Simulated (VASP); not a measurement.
A convergence study with VASP on BAs (space group F-43m): one setting is varied, all else stays as given below, so the limit is that of these other settings.

```xyz
2
Lattice="0.0000 2.3828 2.3828 2.3828 0.0000 2.3828 2.3828 2.3828 0.0000" Properties=species:S:1:pos:R:3 pbc="T T T"
B      0.0000     0.0000     0.0000
As     1.1914     1.1914     1.1914
```

Calculation: PBE GGA, VASP's PBE PAW potentials (set 64) (plane waves; VASP 6.6.1). The tightest run used: 600 eV cut-off, 9×9×9 Γ-centred mesh, Gaussian smearing of 0.010 eV, potentials B As.

### Question
The settings run are ENCUT = 200; ENCUT = 240; ENCUT = 280; ENCUT = 340; ENCUT = 400; ENCUT = 480; ENCUT = 600. From which on does the highest Γ mode stay within 2 cm⁻¹ of the tightest run?

### Answer
From ENCUT = 280 on: it is off by 0.7 there and by no more than 2 in any finer run, while ENCUT = 240 is off by 3.0.
```
setting      mean ε∞  highest Γ mode (cm⁻¹)  plane waves  difference judged (cm⁻¹)
-----------  -------  ---------------------  -----------  ------------------------
ENCUT = 200    10.12                  702.8          182                       1.6
ENCUT = 240    10.00                  698.2          259                       3.0
ENCUT = 280     9.96                  700.4          302                       0.7
ENCUT = 340     9.95                  701.0          392                       0.2
ENCUT = 400     9.95                  701.1          531                       0.1
ENCUT = 480     9.95                  701.1          656                       0.1
ENCUT = 600     9.95                  701.2          914                       0.0
```

Left out are rungs that failed or repeat a setting and relaxations that didn't move; long series are thinned to 24 rows.

The structure is a typed BAs crystal (space group no. 216). The cell was not relaxed at this level.
